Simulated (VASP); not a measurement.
VASP runs on Tm$_{2}$S$_{3}$ (a trial cell in the Bi2Te3 structure, space group R-3m) share one base input (PBE GGA, plane waves, VASP's PBE PAW potentials (set 64)) and change the settings named in each case.

File KPOINTS:
```
K-points
0
G
  6 6 6
```

### POSCAR
```
Tm2S3
1
    1.8717570000     1.0806600000     8.6888720000
   -1.8717570000     1.0806600000     8.6888720000
    0.0000000000    -2.1613190000     8.6888720000
Tm S
2 3
Direct
  0.3990000000   0.3990000000   0.3990000000
  0.6010000000   0.6010000000   0.6010000000
  0.0000000000   0.0000000000   0.0000000000
  0.2080000000   0.2080000000   0.2080000000
  0.7920000000   0.7920000000   0.7920000000
```

**INCAR**
```
ALGO = Normal
EDIFF = 1E-6
ENCUT = 400
GGA = PE
ISIF = 2
ISMEAR = 0
LASPH = T
LCHARG = F
LMAXMIX = 6
LREAL = F
LWAVE = F
NELM = 100
PREC = Accurate
SIGMA = 0.05
SYSTEM = Tm2S3
```

POTCAR, in this order: Tm_3 S (PBE.64 set). Program: vasp_std.

| change | E(σ→0) (eV/atom) | gap on the mesh (eV) | −TS (eV) |
|---|---|---|---|
| base run | -6.0437 | 0.56 | 0.0000 |
| NELECT = 35.5 | -6.4173 | 0.00 | -0.0061 |
| NELECT = 35.9 | -6.1218 | 0.00 | -0.0017 |
| NELECT = 35.98 | -6.0599 | 0.00 | -0.0003 |
| NELECT = 36.02 | -6.0250 | 0.00 | -0.0003 |
| NELECT = 36.1 | -5.9474 | 0.00 | -0.0008 |
| NELECT = 36.5 | … | 0.00 | 0.0000 |

Question: Fill in the missing entries.

Answer: 
- NELECT = 36.5, E(σ→0) (eV/atom): -5.5387

Charged cells carry a uniform compensating background. The 4f electrons are frozen in the core of the lanthanide potential, so 4f levels, which can set the real gap, and their magnetism are missing.

Left out are runs that ran out of time, are held back, or changed the cell or the kind of run, fixed moments of cells without a moment, rows past the twelfth, gaps on odd meshes, pressures of charged cells and columns that move by less than the noise.

The structure was generated: Tm2S3 was put into the Bi2Te3 type (R-3m), which need not be its known phase. The cell was not relaxed at this level.
